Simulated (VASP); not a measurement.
Crystal: PbS.

```
Pb S
1.0
     0.00000    2.96575    2.96575
     2.96575    0.00000    2.96575
     2.96575    2.96575    0.00000
Pb S
1 1
Direct
  0.00000 0.00000 0.00000
  0.50000 0.50000 0.50000
```

| Quantity | Value |
| --- | --- |
| Program | VASP 6.6.1 |
| Task | relaxation of cell and atoms |
| Functional | r2SCAN |
| Potentials or basis | VASP PAW PBE potentials, release 64 (Pb_d, S) |
| Cutoff | 520 eV |
| k mesh | 10 × 10 × 10 |
| Occupations | gaussian, width 0.02 eV |
| Spin | no spin polarisation |

At the start: pressure 1.3 GPa; volume 26.09 Å³/atom.

Task: Where does the relaxation end?

Result: Over 5 steps the energy falls by 2.2 meV/atom and the volume is 26.64 Å³/atom (+2.1 %); space group Fm-3m (No. 225, to 0.05 Å).

The path:
```csv
step,energy change (eV),largest force (eV/Å),pressure (GPa),volume (Å³)
1,0.0000,0.0000,1.30,52.17
2,-0.0036,0.0000,-0.53,53.79
3,-0.0044,0.0000,0.01,53.29
4,-0.0044,0.0000,-0.02,53.31
5,-0.0044,0.0000,0.01,53.29
```

Final structure:
```
CELL_PARAMETERS angstrom
0.00000 2.98678 2.98678
2.98678 0.00000 2.98678
2.98678 2.98678 0.00000
ATOMIC_POSITIONS crystal
Pb 0.00000 0.00000 0.00000
S 0.50000 0.50000 0.50000
```

Caveat: the PAW data sets were made with another functional, which shifts forces and pressure a little.
